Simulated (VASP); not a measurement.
Data:

```xyz
3
Lattice="4.0662 0.0000 0.0000 -2.0331 3.5215 0.0000 0.0000 0.0000 7.0906" Properties=species:S:1:pos:R:3 pbc="T T T"
Fe     0.0000     0.0000     0.0000
I      0.0000     2.3476     1.6107
I      2.0331     1.1738     5.4799
```

The numbers are results of LDA (Ceperley-Alder, Perdew-Zunger), VASP's LDA PAW potentials (set 64) (plane waves; VASP), not measurements. Run with 300 eV cut-off, 6×6×3 Γ-centred mesh, Gaussian smearing of 0.14 eV, potentials Fe I.

The run has a spin-polarised start.

Task: Give the spin-up energies of bands 3 to 16 at the high-symmetry points, in eV from the Fermi level.

Result: 
```tsv
band	Γ	M	K	A	L	H
3	-5.04	-5.24	-4.80	-4.52	-5.29	-4.71
4	-3.82	-4.21	-4.21	-3.81	-4.46	-4.33
5	-3.82	-3.71	-4.21	-3.81	-3.74	-4.33
6	-2.82	-3.68	-3.54	-2.82	-3.67	-3.49
7	-2.82	-2.97	-3.54	-2.82	-2.85	-3.49
8	-2.63	-2.84	-3.19	-2.54	-2.73	-3.39
9	-1.34	-2.73	-2.78	-2.49	-2.59	-2.78
10	-1.17	-2.57	-2.32	-1.23	-2.44	-2.42
11	-1.17	-2.54	-2.32	-1.23	-2.43	-2.42
12	-0.34	-0.87	-1.23	-0.28	-0.74	-0.79
13	-0.34	-0.44	-1.23	-0.28	-0.59	-0.79
14	2.60	2.59	2.89	3.77	2.38	3.70
15	3.80	4.30	6.55	3.88	4.13	4.87
16	5.83	5.14	6.55	5.71	4.99	4.87
```

Task: Give the spin-down energies of bands 3 to 16 at the high-symmetry points, in eV from the Fermi level.

Result: 
```
band      Γ      M      K      A      L      H
----  -----  -----  -----  -----  -----  -----
3     -4.68  -4.89  -4.48  -4.06  -4.95  -4.37
4     -2.31  -4.02  -3.74  -2.38  -4.27  -3.94
5     -2.31  -2.79  -3.74  -2.29  -2.46  -3.94
6     -1.17  -2.48  -3.00  -2.29  -2.38  -3.21
7     -0.99  -2.34  -2.54  -1.04  -2.25  -2.23
8     -0.99  -2.30  -2.54  -1.04  -2.24  -2.23
9     -0.18  -0.29   0.04  -0.18  -0.31   0.05
10    -0.18   0.10   0.19  -0.18   0.10   0.14
11     0.02   0.19   0.19   0.08   0.19   0.14
12     1.29   1.12   0.85   1.35   1.15   1.08
13     1.29   1.26   0.85   1.35   1.27   1.08
14     2.98   3.25   3.43   4.11   2.94   4.32
15     4.03   4.54   6.86   4.31   4.30   5.14
16     6.24   5.53   6.86   6.12   5.25   5.14
```

It has no gap at this level: it comes out as a metal or semimetal.

The structure comes from a computed database's FeI2 entry (P-3m1); how it stands against other phases isn't given here. The cell was not relaxed at this level.
